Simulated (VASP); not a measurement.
# Zr3MoC (Pm-3m) in VASP: a series of runs

One crystal, Zr3MoC, is run at these levels: LDA, PBE, PBEsol, RPBE, revPBE; tasks: relaxation of cell and atoms.

All numbers are computed with VASP 6.6.1; they aren't measurements. Logs are shortened: lines on timing, memory, paths and dates and some standing lists are left out, and cuts for length are marked.

**1. The crystal as given**

Symmetry: Pm-3m, No. 221, cubic system. Conventional cell: a = 4.943 Å, b = 4.943 Å, c = 4.943 Å, α = 90.00°, β = 90.00°, γ = 90.00°. Zr (site symmetry 4/mmm) is surrounded by 2 Mo at 2.47 Å. Around Mo (site symmetry m-3m) lie 6 Zr at 2.47 Å. Around C (site symmetry m-3m) lie 12 Zr at 3.49 Å.

The cell was built by a generator and needn't be a form met in nature.

**2. Relaxation of cell and atoms, LDA**

File INCAR:

```
SYSTEM = Zr3MoC
  PREC = Accurate
  ENCUT = 600
  EDIFF = 1E-6
  ISMEAR = -1
  SIGMA = 0.05
  LREAL = .FALSE.
  LASPH = .TRUE.
  NELM = 80
  ALGO = Fast
  ISIF = 3
  LWAVE = .FALSE.
  LCHARG = .FALSE.
  GGA = CA
  IBRION = 2
  NSW = 60
  EDIFFG = -0.01
```

File KPOINTS:

```
Automatic mesh
0
G
  5 5 5
  0 0 0
```

File POSCAR:

```
Zr3MoC
1.0
    4.9425100000      0.0000000000      0.0000000000
    0.0000000000      4.9425100000      0.0000000000
    0.0000000000      0.0000000000      4.9425100000
Zr Mo C
3 1 1
Direct
    0.5000000000      0.0000000000      0.0000000000
    0.0000000000      0.5000000000      0.0000000000
    0.0000000000      0.0000000000      0.5000000000
    0.0000000000      0.0000000000      0.0000000000
    0.5000000000      0.5000000000      0.5000000000
```

Potentials or basis: VASP PAW LDA potentials, release 64 (Zr_sv, Mo_sv, C).

Command:

```bash
> cat potpaw_LDA.64/Zr_sv/POTCAR potpaw_LDA.64/Mo_sv/POTCAR potpaw_LDA.64/C/POTCAR > POTCAR
> mpirun -np 1 vasp_std > vasp.out
```

OUTCAR:

```text
SYSTEM = Zr3MoC
   PREC = Accurate
   ENCUT = 600
   EDIFF = 1E-6
   ISMEAR = -1
   LREAL = .FALSE.
   LASPH = .TRUE.
   NELM = 80
   ISIF = 3
   GGA = CA
   IBRION = 2
   NSW = 60
   EDIFFG = -0.01

 ion  position               nearest neighbor table
   1  0.500  0.000  0.000-   4 2.47   4 2.47   2 3.49   3 3.49   2 3.49   2 3.49   3 3.49   3 3.49
                             3 3.49   2 3.49
   2  0.000  0.500  0.000-   4 2.47   4 2.47   1 3.49   3 3.49   1 3.49   3 3.49   3 3.49   3 3.49
                             1 3.49   1 3.49
   3  0.000  0.000  0.500-   4 2.47   4 2.47   1 3.49   1 3.49   2 3.49   2 3.49   2 3.49   2 3.49
                             1 3.49   1 3.49
   4  0.000  0.000  0.000-   1 2.47   2 2.47   3 2.47   3 2.47   2 2.47   1 2.47
   5  0.500  0.500  0.500-

  LATTYP: Found a simple cubic cell.
 ALAT       =     4.9425100000

  Lattice vectors:

 A1 = (   4.9425100000,   0.0000000000,   0.0000000000)
 A2 = (   0.0000000000,   4.9425100000,   0.0000000000)
 A3 = (   0.0000000000,   0.0000000000,   4.9425100000)

Analysis of symmetry for initial positions (statically):
=====================================================================
 Subroutine PRICEL returns:
 Original cell was already a primitive cell.

 Routine SETGRP: Setting up the symmetry group for a
 simple cubic supercell.

 Subroutine GETGRP returns: Found 48 space group operations
 (whereof 48 operations were pure point group operations)
 out of a pool of 48 trial point group operations.

The static configuration has the point symmetry O_h .

Analysis of symmetry for dynamics (positions and initial velocities):
=====================================================================
 Subroutine PRICEL returns:
 Original cell was already a primitive cell.

 Routine SETGRP: Setting up the symmetry group for a
 simple cubic supercell.

 Subroutine GETGRP returns: Found 48 space group operations
 (whereof 48 operations were pure point group operations)
 out of a pool of 48 trial point group operations.

The dynamic configuration has the point symmetry O_h .

 Subroutine INISYM returns: Found 48 space group operations
 (whereof 48 operations are pure point group operations),
 and found     1 'primitive' translations

----------------------------------------------------------------------------------------

                                     Primitive cell

  volume of cell :     120.7376

  direct lattice vectors                    reciprocal lattice vectors
     4.942510000  0.000000000  0.000000000     0.202326348  0.000000000  0.000000000
     0.000000000  4.942510000  0.000000000     0.000000000  0.202326348  0.000000000
     0.000000000  0.000000000  4.942510000     0.000000000  0.000000000  0.202326348

  length of vectors
     4.942510000  4.942510000  4.942510000     0.202326348  0.202326348  0.202326348

  position of ions in fractional coordinates (direct lattice)
     0.500000000  0.000000000  0.000000000
     0.000000000  0.500000000  0.000000000
     0.000000000  0.000000000  0.500000000
     0.000000000  0.000000000  0.000000000
     0.500000000  0.500000000  0.500000000

  ion indices of the primitive-cell ions
   primitive index   ion index
                 1           1
                 2           2
                 3           3
                 4           4
                 5           5

----------------------------------------------------------------------------------------

 KPOINTS: Automatic mesh

Automatic generation of k-mesh.
 Grid dimensions read from file:
 generate k-points for:    5    5    5

 Generating k-lattice:

  Cartesian coordinates                     Fractional coordinates (reciprocal lattice)
     0.040465270  0.000000000  0.000000000     0.200000000  0.000000000  0.000000000
     0.000000000  0.040465270  0.000000000     0.000000000  0.200000000  0.000000000
     0.000000000  0.000000000  0.040465270     0.000000000  0.000000000  0.200000000

  Length of vectors
     0.040465270  0.040465270  0.040465270

  Shift w.r.t. Gamma in fractional coordinates (k-lattice)
     0.000000000  0.000000000  0.000000000

 Subroutine IBZKPT returns following result:
 ===========================================

 Found     10 irreducible k-points:

 Following reciprocal coordinates:
            Coordinates               Weight
  0.000000  0.000000  0.000000      1.000000
  0.200000  0.000000  0.000000      6.000000
  0.400000  0.000000  0.000000      6.000000
  0.200000  0.200000  0.000000     12.000000
  0.400000  0.200000  0.000000     24.000000
  0.400000  0.400000  0.000000     12.000000
  0.200000  0.200000  0.200000      8.000000
  0.400000  0.200000  0.200000     24.000000
  0.400000  0.400000  0.200000     24.000000
  0.400000  0.400000  0.400000      8.000000
   k-points           NKPTS =     10   k-points in BZ     NKDIM =     10   number of bands    NBANDS=     32
   number of dos      NEDOS =    301   number of ions     NIONS =      5
   total plane-waves  NPLWV =  64000
   dimension x,y,z NGX =    40 NGY =   40 NGZ =   40
   dimension x,y,z NGXF=    80 NGYF=   80 NGZF=   80
   ions per type =               3   1   1
   NGX,Y,Z   is equivalent  to a cutoff of  13.45, 13.45, 13.45 a.u.
   NGXF,Y,Z  is equivalent  to a cutoff of  26.91, 26.91, 26.91 a.u.
 SYSTEM =  Zr3MoC
   PREC   = accura    normal or accurate (medium, high low for compatibility)
   ISTART =      0    job   : 0-new  1-cont  2-samecut
   ICHARG =      2    charge: 1-file 2-atom 10-const
   ISPIN  =      1    spin polarized calculation?
   LNONCOLLINEAR =      F non collinear calculations
   LSORBIT =      F    spin-orbit coupling
   LASPH  =      T    aspherical Exc in radial PAW
   ENCUT  =  600.0 eV  44.10 Ry    6.64 a.u.   9.87  9.87  9.87*2*pi/ulx,y,z
   NELM   =     80;   NELMIN=  2; NELMDL= -5     # of ELM steps
   EDIFF  = 0.1E-05   stopping-criterion for ELM
   LREAL  =      F    real-space projection
   EDIFFG = -.1E-01   stopping-criterion for IOM
   NSW    =     60    number of steps for IOM
   IBRION =      2    ionic relax: 0-MD 1-quasi-New 2-CG
   NFREE  =      1    steps in history (QN), initial steepest desc. (CG)
   ISIF   =      3    stress and relaxation
   ISYM   =      2    0-nonsym 1-usesym 2-fastsym
   POTIM  = 0.5000    time-step for ionic-motion
   TEBEG  =    0.0;   TEEND  =   0.0 temperature during run
   PSTRESS=    0.0 pullay stress
   NELECT =      54.0000    total number of electrons
   NUPDOWN=      -1.0000    fix difference up-down
   EMIN   =  10.00;   EMAX   =-10.00  energy-range for DOS
   EFERMI =   0.00;   METHOD = LEGACY
   ISMEAR =    -1;   SIGMA  =   0.05  broadening in eV -4-tet -1-fermi 0-gaus
   EFERMI_NEDOS =   21; number of points for ismear=-14 and -15
   IALGO  =     68    algorithm
   IMIX   =      4    mixing-type and parameters
     AMIX     =   0.40;   BMIX     =  1.00
     AMIX_MAG =   1.60;   BMIX_MAG =  1.00
  volume/ion in A,a.u.               =      24.15       162.96
  Fermi-wavevector in a.u.,A,eV,Ry     =   1.251964  2.365869 21.325962  1.567414
  Thomas-Fermi vector in A             =   2.385887
   LORBIT       =      0    0 simple, 1 ext, 2 COOP (PROOUT), +10 PAW based schemes
   GGA     = CA    functional components
   LHFCALC =     F    Hartree Fock is set to
   AEXX    =    0.0000 exact exchange contribution
   IVDW    =     0    specifies the selected vdW correction
   LEPSILON=     F    determine dielectric tensor
   LRPA    =     F    only Hartree local field effects (RPA)
 conjugate gradient relaxation of ions
 non-spin polarized calculation
 RMM-DIIS sequential band-by-band and
  energy-cutoff  :      600.00
  volume of cell :      120.74
 maximum number of plane-waves:      4048
 NGX is ok and might be reduce to    40
   NGX = 19   NGY = 19   NGZ = 19

--------------------------------------- Ionic step        1  -------------------------------------------

 number of electron      54.0000001 magnetization

 Free energy of the ion-electron system (eV)
  ---------------------------------------------------
  ext. energy  EPLUGINS =         0.00000000
  ---------------------------------------------------
  free energy    TOTEN  =       -40.21854621 eV

  energy without entropy =      -40.15592468  energy(sigma->0) =      -40.18723544

------------------------ aborting loop because EDIFF is reached ----------------------------------------

  FORCE on cell =-STRESS in cart. coord.  units (eV):
  Direction    XX          YY          ZZ          XY          YZ          ZX
  --------------------------------------------------------------------------------------
  -------------------------------------------------------------------------------------
  Total       -3.2846308     -3.2846308     -3.2846308      0.0000000      0.0000000      0.0000000
  in kB      -43.5867492    -43.5867492    -43.5867492      0.0000000      0.0000000      0.0000000
  external PRESSURE =     -43.5867492 kB  Pullay stress =       0.0000000 kB
[... 63 lines left out ...]
  energy  without entropy=      -40.1997154388  energy(sigma->0) =      -40.22859540

--------------------------------------- Ionic step        3  -------------------------------------------

 number of electron      53.9999996 magnetization

 Free energy of the ion-electron system (eV)
  ---------------------------------------------------
  ext. energy  EPLUGINS =         0.00000000
  ---------------------------------------------------
  free energy    TOTEN  =       -40.31039084 eV

  energy without entropy =      -40.24982019  energy(sigma->0) =      -40.28010551

 E-fermi :   6.5543     XC(G=0): -10.5554

 val. band max:        6.5360548821   @ k =   0.4000   0.0000   0.0000
 cond. band min:       6.5770420075   @ k =   0.4000   0.2000   0.2000
 fundamental gap:      0.0409871254
 Fermi energy:         6.5543127375

 k-point     1 :       0.0000    0.0000    0.0000
  band No.  band energies     occupation
      1     -52.9157      2.00000
      2     -42.2212      2.00000
      3     -42.1959      2.00000
      4     -42.1959      2.00000
      5     -27.7758      2.00000
      6     -27.7758      2.00000
[... 371 lines left out ...]
  FREE ENERGIE OF THE ION-ELECTRON SYSTEM (eV)
  ---------------------------------------------------
  free  energy   TOTEN  =       -40.3103908378 eV

  energy  without entropy=      -40.2498201885  energy(sigma->0) =      -40.28010551

 reached required accuracy - stopping structural energy minimisation
```

Run time: 2.9 min. Hardware: 1 thread of Intel Xeon 6975P-C (Granite Rapids), shared host; peak memory 0.23 GiB.

Results:

* Free energy: -40.3104 eV
* Relaxed volume: 22.85 Å³/atom
* Relaxed cell: a = 4.853 Å, b = 4.853 Å, c = 4.853 Å, α = 90.00°, β = 90.00°, γ = 90.00°
* Space group after relaxing (to 0.05 Å): Pm-3m (No. 221)
* Energy gained by relaxing: 18.4 meV/atom
* Ionic steps: 3
* Pressure after relaxing: 0.0 GPa
* Band gap on the k mesh: none (metal or under the smearing width)

The path:
| step | energy change (eV) | largest force (eV/Å) | pressure (GPa) | volume (Å³) |
| --- | --- | --- | --- | --- |
| 1 | 0.0000 | 0.0000 | -4.36 | 120.74 |
| 2 | -0.0389 | 0.0000 | 3.76 | 109.62 |
| 3 | -0.0918 | 0.0000 | -0.02 | 114.27 |

Final structure:
```xyz
5
Lattice="4.8526 0.0000 0.0000 0.0000 4.8526 0.0000 0.0000 0.0000 4.8526" Properties=species:S:1:pos:R:3 pbc="T T T"
Zr    2.4263    0.0000    0.0000
Zr    0.0000    2.4263    0.0000
Zr    0.0000    0.0000    2.4263
Mo    0.0000    0.0000    0.0000
C     2.4263    2.4263    2.4263
```

**3. Relaxation of cell and atoms, PBE**

Edit INCAR of step 2 so:

```diff
@@ -13,3 +13,3 @@
   LCHARG = .FALSE.
-  GGA = CA
+  GGA = PE
   IBRION = 2
```

KPOINTS is that of step 2.

POSCAR is that of step 2.

Potentials or basis: VASP PAW PBE potentials, release 64 (Zr_sv, Mo_sv, C).

Command:

```bash
> cat potpaw_PBE.64/Zr_sv/POTCAR potpaw_PBE.64/Mo_sv/POTCAR potpaw_PBE.64/C/POTCAR > POTCAR
> mpirun -np 1 vasp_std > vasp.out
```

It took 2.5 min on 1 thread of Intel Xeon 6975P-C (Granite Rapids), shared host; peak memory 0.27 GiB.

It converged, with:

```yaml
Free_energy: -36.3278 eV
Relaxed_volume: 24.45 Å³/atom
Relaxed_cell: a = 4.963 Å, b = 4.963 Å, c = 4.963 Å, α = 90.00°, β = 90.00°, γ = 90.00°
Space_group_after_relaxing_to_0.05_Å: Pm-3m (No. 221)
Energy_gained_by_relaxing: 0.9 meV/atom
Ionic_steps: 3
Pressure_after_relaxing: 0.0 GPa
Band_gap_on_the_k_mesh: none (metal or under the smearing width)
```

The path:
```
step  energy change (eV)  largest force (eV/Å)  pressure (GPa)  volume (Å³)
   1              0.0000                0.0000            0.98       120.74
   2             -0.0024                0.0000           -0.66       123.35
   3             -0.0047                0.0000            0.01       122.27
```

Final structure:
```
Zr Mo C
1.0
     4.96333    0.00000    0.00000
     0.00000    4.96333    0.00000
     0.00000    0.00000    4.96333
Zr Mo C
3 1 1
Direct
  0.50000 0.00000 0.00000
  0.00000 0.50000 0.00000
  0.00000 0.00000 0.50000
  0.00000 0.00000 0.00000
  0.50000 0.50000 0.50000
```

Levels at points of the mesh, in eV from the Fermi level:
| k point | band 25 | band 26 | band 27 | band 28 | band 29 | band 30 |
| --- | --- | --- | --- | --- | --- | --- |
| (0.00, 0.00, 0.00) | -0.83 | -0.48 | -0.42 | -0.42 | -0.42 | 1.75 |

**4. Relaxation of cell and atoms, PBEsol**

Edit INCAR of step 3 so:

```diff
@@ -13,3 +13,3 @@
   LCHARG = .FALSE.
-  GGA = PE
+  GGA = PS
   IBRION = 2
```

KPOINTS is that of step 3.

POSCAR is that of step 3.

Command:

```bash
> cat potpaw_PBE.64/Zr_sv/POTCAR potpaw_PBE.64/Mo_sv/POTCAR potpaw_PBE.64/C/POTCAR > POTCAR
> mpirun -np 1 vasp_std > vasp.out
```

Wall time 2.9 min (1 thread of Intel Xeon 6975P-C (Granite Rapids), shared host); peak memory 0.27 GiB.

The run converged. Its results:

* Free energy: -38.9915 eV
* Relaxed volume: 23.48 Å³/atom
* Relaxed cell: a = 4.897 Å, b = 4.897 Å, c = 4.897 Å, α = 90.00°, β = 90.00°, γ = 90.00°
* Space group after relaxing (to 0.05 Å): Pm-3m (No. 221)
* Energy gained by relaxing: 4.7 meV/atom
* Ionic steps: 3
* Pressure after relaxing: 0.0 GPa
* Band gap on the k mesh: none (metal or under the smearing width)

Step by step:
```csv
step,energy change (eV),largest force (eV/Å),pressure (GPa),volume (Å³)
1,0.0000,0.0000,-2.21,120.74
2,-0.0104,0.0000,1.77,115.01
3,-0.0235,0.0000,-0.01,117.41
```

Final structure:
```
Zr Mo C
1.0
     4.89669    0.00000    0.00000
     0.00000    4.89669    0.00000
     0.00000    0.00000    4.89669
Zr Mo C
3 1 1
Direct
  0.50000 0.00000 0.00000
  0.00000 0.50000 0.00000
  0.00000 0.00000 0.50000
  0.00000 0.00000 0.00000
  0.50000 0.50000 0.50000
```

Levels at points of the mesh, in eV from the Fermi level:
```tsv
k point	band 24	band 25	band 26	band 27	band 28	band 29	band 30	band 31
(0.00, 0.00, 0.00)	-0.91	-0.91	-0.45	-0.45	-0.45	-0.45	1.82	1.82
```

Caveat: the PAW data sets were made with another functional, which shifts forces and pressure a little.

**5. Relaxation of cell and atoms, RPBE**

Edit INCAR of step 4 so:

```diff
@@ -13,3 +13,3 @@
   LCHARG = .FALSE.
-  GGA = PS
+  GGA = RP
   IBRION = 2
```

KPOINTS is that of step 4.

POSCAR is that of step 4.

Command:

```bash
> cat potpaw_PBE.64/Zr_sv/POTCAR potpaw_PBE.64/Mo_sv/POTCAR potpaw_PBE.64/C/POTCAR > POTCAR
> mpirun -np 1 vasp_std > vasp.out
```

It took 3 min on 1 thread of Intel Xeon 6975P-C (Granite Rapids), shared host; peak memory 0.28 GiB.

It converged, with:

- Free energy: -34.3098 eV
- Relaxed volume: 25.03 Å³/atom
- Relaxed cell: a = 5.002 Å, b = 5.002 Å, c = 5.002 Å, α = 90.00°, β = 90.00°, γ = 90.00°
- Space group after relaxing (to 0.05 Å): Pm-3m (No. 221)
- Energy gained by relaxing: 7.4 meV/atom
- Ionic steps: 3
- Pressure after relaxing: 0.0 GPa
- Band gap on the k mesh: none (metal or under the smearing width)

Step by step:
| step | energy change (eV) | largest force (eV/Å) | pressure (GPa) | volume (Å³) |
| --- | --- | --- | --- | --- |
| 1 | 0.0000 | 0.0000 | 2.74 | 120.74 |
| 2 | -0.0221 | 0.0000 | -1.58 | 128.09 |
| 3 | -0.0368 | 0.0000 | 0.00 | 125.17 |

Final structure:
```xyz
5
Lattice="5.0022 0.0000 0.0000 0.0000 5.0022 0.0000 0.0000 0.0000 5.0022" Properties=species:S:1:pos:R:3 pbc="T T T"
Zr    2.5011    0.0000    0.0000
Zr    0.0000    2.5011    0.0000
Zr    0.0000    0.0000    2.5011
Mo    0.0000    0.0000    0.0000
C     2.5011    2.5011    2.5011
```

Levels at points of the mesh, in eV from the Fermi level:
```csv
k point,band 23,band 24,band 25,band 26,band 27,band 28,band 29,band 30,band 31,band 32
"(0.00, 0.00, 0.00)",-2.93,-0.78,-0.78,-0.48,-0.40,-0.40,-0.40,1.73,1.73,1.73
```

Caveat: the PAW data sets were made with another functional, which shifts forces and pressure a little.

(Part 1 of 2 ends here.)
